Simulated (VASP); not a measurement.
Output of a VASP run:

OSZICAR:
```
...
DAV:  15    -0.320754871170E+02   -0.31456E-05   -0.18249E-07  1344   0.714E-03    0.764E-04
DAV:  16    -0.320754901936E+02   -0.30766E-05   -0.55407E-08  1344   0.368E-03    0.309E-04
DAV:  17    -0.320754918363E+02   -0.16427E-05   -0.64210E-08  1344   0.303E-03    0.944E-05
DAV:  18    -0.320754920745E+02   -0.23818E-06   -0.14958E-08  1344   0.140E-03
   4 F= -.32075492E+02 E0= -.32075416E+02  d E =-.866807E-02
       N       E                     dE             d eps       ncg     rms          rms(c)
DAV:   1    -0.320755353406E+02   -0.43504E-04   -0.12052E-03  3448   0.516E-01    0.546E-02
DAV:   2    -0.320754277743E+02    0.10757E-03   -0.24389E-04  3616   0.194E-01    0.202E-02
DAV:   3    -0.320754626655E+02   -0.34891E-04   -0.53407E-05  3504   0.562E-02    0.613E-03
DAV:   4    -0.320754770061E+02   -0.14341E-04   -0.22674E-05  2688   0.654E-02    0.302E-03
DAV:   5    -0.320754623611E+02    0.14645E-04   -0.46307E-05  2688   0.911E-02    0.246E-03
DAV:   6    -0.320754613309E+02    0.10302E-05   -0.11031E-05  2544   0.379E-02    0.206E-03
DAV:   7    -0.320754371904E+02    0.24140E-04   -0.71111E-07  1344   0.108E-02    0.106E-03
DAV:   8    -0.320754310355E+02    0.61549E-05   -0.10414E-06  1344   0.136E-02    0.468E-04
DAV:   9    -0.320754270813E+02    0.39542E-05   -0.29546E-07  1344   0.613E-03    0.371E-04
DAV:  10    -0.320754292402E+02   -0.21588E-05   -0.93526E-08  1344   0.298E-03    0.616E-04
DAV:  11    -0.320754233544E+02    0.58858E-05   -0.78219E-08  1344   0.333E-03    0.304E-04
DAV:  12    -0.320754174669E+02    0.58875E-05   -0.35257E-08  1344   0.207E-03    0.793E-05
DAV:  13    -0.320754178458E+02   -0.37890E-06   -0.17517E-08  1344   0.132E-03
   5 F= -.32075418E+02 E0= -.32075342E+02  d E =-.859384E-02
       N       E                     dE             d eps       ncg     rms          rms(c)
DAV:   1    -0.320756594616E+02   -0.24199E-03   -0.15490E-02  2840   0.186E+00    0.112E-01
DAV:   2    -0.320755584580E+02    0.10100E-03   -0.10573E-03  2688   0.363E-01    0.598E-02
DAV:   3    -0.320754654195E+02    0.93039E-04   -0.19711E-04  3704   0.236E-01    0.613E-03
DAV:   4    -0.320755169344E+02   -0.51515E-04   -0.65733E-05  2768   0.132E-01    0.331E-03
DAV:   5    -0.320754738285E+02    0.43106E-04   -0.21473E-05  2792   0.664E-02    0.163E-03
DAV:   6    -0.320754842352E+02   -0.10407E-04   -0.79069E-06  2056   0.423E-02    0.120E-03
DAV:   7    -0.320754669757E+02    0.17259E-04   -0.65260E-06  2064   0.317E-02    0.687E-04
DAV:   8    -0.320754663545E+02    0.62119E-06   -0.16371E-06  2096   0.142E-02
   6 F= -.32075466E+02 E0= -.32075393E+02  d E =-.485088E-04
       N       E                     dE             d eps       ncg     rms          rms(c)
DAV:   1    -0.320755727818E+02   -0.10581E-03   -0.77058E-03  2840   0.131E+00    0.789E-02
DAV:   2    -0.320755297925E+02    0.42989E-04   -0.52610E-04  2688   0.257E-01    0.422E-02
DAV:   3    -0.320754724851E+02    0.57307E-04   -0.98132E-05  3712   0.166E-01    0.428E-03
DAV:   4    -0.320755098201E+02   -0.37335E-04   -0.31673E-05  2768   0.910E-02    0.231E-03
DAV:   5    -0.320754809701E+02    0.28850E-04   -0.94474E-06  2160   0.448E-02    0.115E-03
DAV:   6    -0.320754872030E+02   -0.62330E-05   -0.30704E-06  2104   0.276E-02    0.850E-04
DAV:   7    -0.320754764418E+02    0.10761E-04   -0.20831E-06  2072   0.173E-02    0.497E-04
DAV:   8    -0.320754770481E+02   -0.60631E-06   -0.84472E-07  1528   0.114E-02
   7 F= -.32075477E+02 E0= -.32075403E+02  d E =-.592023E-04
```

**OUTCAR**
```
------------------------ aborting loop because EDIFF is reached ----------------------------------------
  FORCE on cell =-STRESS in cart. coord.  units (eV):
  Direction    XX          YY          ZZ          XY          YZ          ZX
  --------------------------------------------------------------------------------------
  Total       -0.0054331     -0.0054331     -0.0077329      0.0000000      0.0000000     -0.0000000
  in kB       -0.2515111     -0.2515111     -0.3579747      0.0000000      0.0000000     -0.0000000
  external PRESSURE =      -0.2869990 kB  Pullay stress =       0.0000000 kB
  volume of cell :       34.61
      direct lattice vectors                 reciprocal lattice vectors
     1.467760900 -2.542236510 -0.000000000     0.340654939 -0.196677216  0.000000000
     1.467760900  2.542236510 -0.000000000     0.340654939  0.196677216  0.000000000
    -0.000000000  0.000000000  4.637647023     0.000000000 -0.000000000  0.215626587
 POSITION                                       TOTAL-FORCE (eV/Angst)
 -----------------------------------------------------------------------------------
      1.46776      0.84741      1.15941         0.000000      0.000000      0.000000
      1.46776     -0.84741      3.47824        -0.000000     -0.000000     -0.000000
 -----------------------------------------------------------------------------------
    total drift:                                0.000186      0.001066     -0.000018
  FREE ENERGIE OF THE ION-ELECTRON SYSTEM (eV)
  ---------------------------------------------------
  free  energy   TOTEN  =       -32.0754770481 eV

  energy  without entropy=      -32.0752560502  energy(sigma->0) =      -32.07540338

 reached required accuracy - stopping structural energy minimisation
```
(Selected blocks of OUTCAR.)

File POSCAR:
```
Ti
1
    1.4750000000    -2.5547750000     0.0000000000
    1.4750000000     2.5547750000     0.0000000000
    0.0000000000     0.0000000000     4.6800000000
Ti
2
Direct
  0.3333330000   0.6666670000   0.2500000000
  0.6666670000   0.3333330000   0.7500000000
```

### Question
Write an INCAR and KPOINTS that could have produced this output.

### Answer
Several could match; the one computed here: the input of the run itself, SCAN meta-GGA, plane waves, VASP's PBE PAW potentials (set 64).

INCAR:
```
ALGO=Normal
EDIFF=1E-6
EDIFFG=-0.01
ENCUT=520
IBRION=2
ISIF=3
ISMEAR=1
LASPH=T
LCHARG=F
LMAXMIX=4
LMIXTAU=T
LREAL=F
LWAVE=F
METAGGA=SCAN
NELM=100
NSW=60
PREC=Accurate
SIGMA=0.1
SYSTEM=Ti
```

File KPOINTS:
```
Automatic mesh
0
Gamma
13 13 7
0 0 0
```

POTCAR, in this order: Ti_sv (PBE.64 set). Program: vasp_std.

The compound is Ti in the hcp structure. This run relaxes it. Symmetry was kept, so distortions that lower it aren't found.
